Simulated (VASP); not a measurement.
All values below come from PBE GGA with D4 dispersion, VASP's PBE PAW potentials (set 64) (plane waves; VASP).

The input files of a VASP run:

### KPOINTS
```
kpoints
0
gamma
 13 13 13
0 0 0
```

**POSCAR**
```
LiH
1
    0.0000000000     1.9764719573     1.9764719573
    1.9764719573     0.0000000000     1.9764719573
    1.9764719573     1.9764719573     0.0000000000
Li H
1 1
Direct
  0.0000000000   0.0000000000   0.0000000000
  0.5000000000   0.5000000000   0.5000000000
```

INCAR:
```
! general
SYSTEM=LiH
PREC  =Accurate
ENCUT =520
LREAL =.False.
LASPH =.True.

! electronic loop
EDIFF =1E-7
NELM  =100
ALGO  =Normal

! smearing
ISMEAR=-5

! functional
GGA   =PE
IVDW  =13

! ions
ISIF  =2

! output
LWAVE =.False.
LCHARG=.True.
LORBIT=11
NEDOS =601
```

POTCAR, in this order: Li_sv H (PBE.64 set). Program: vasp_std.

### Question
What will the output report for the number of irreducible k-points (NKPTS), largest plane-wave count, number of space-group operations, FFT grid (NGX, NGY, NGZ)?

### Answer

The number of irreducible k-points (NKPTS) is 84. The largest plane-wave count is 431 and the number of space-group operations is 48. The FFT grid (NGX, NGY, NGZ) is 24 × 24 × 24.

The compound is LiH in the rock salt structure. It was relaxed first, which changed the volume by -9 %.
